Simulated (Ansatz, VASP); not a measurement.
Two plane-wave programs on Ga4Sb3P

```
Ga P Sb
1.0
     0.00000    5.94085    5.94085
     5.94085    0.00000    5.94085
     5.94085    5.94085    0.00000
Ga P Sb
8 2 6
Direct
  0.00701 0.00701 0.00701
  0.00701 0.00701 0.47896
  0.00701 0.47896 0.00701
  0.97896 0.50701 0.50701
  0.47896 0.00701 0.00701
  0.50701 0.97896 0.50701
  0.50701 0.50701 0.97896
  0.50701 0.50701 0.50701
  0.12500 0.12500 0.12500
  0.62500 0.62500 0.62500
  0.12500 0.12500 0.62500
  0.12500 0.62500 0.12500
  0.12500 0.62500 0.62500
  0.62500 0.12500 0.12500
  0.62500 0.12500 0.62500
  0.62500 0.62500 0.12500
```

Alike in both runs: functional PBEsol; k mesh 4 × 4 × 4; occupations gaussian, width 0.01 eV; no spin polarisation.

Ansatz relaxed the structure, and its values are those at the end. VASP's run is a single point on that final structure, the one shown.

|  | VASP | Ansatz |
| --- | --- | --- |
| version | VASP 6.6.1 | Ansatz 0.2.0 |
| potentials or method | VASP PAW PBE potentials, release 64 (Ga_d, P, Sb) | scalar-relativistic, plane waves, PAW |
| plane-wave cutoff (eV) | 520 | 420 |
| valence electrons in the cell | 144 | 204 |

```csv
,VASP,Ansatz,Ansatz less VASP
gap on the k mesh at the Fermi level (eV),none,none,-
pressure (GPa),0.0,0.0,-0.05
rms of the force components (eV/Å),0.005,0.000,-0.0045
```

A gap of «none» marks a metal or a gap that the smearing closes. The functional is the same, so the differences come from potentials, cutoffs and numerics. The two sets of potentials don't hold the same shells in valence.

Caveats: the PAW data sets were made with another functional, which shifts forces and pressure a little (VASP). The runs have no spin-orbit coupling, so splittings on Sb are missing.
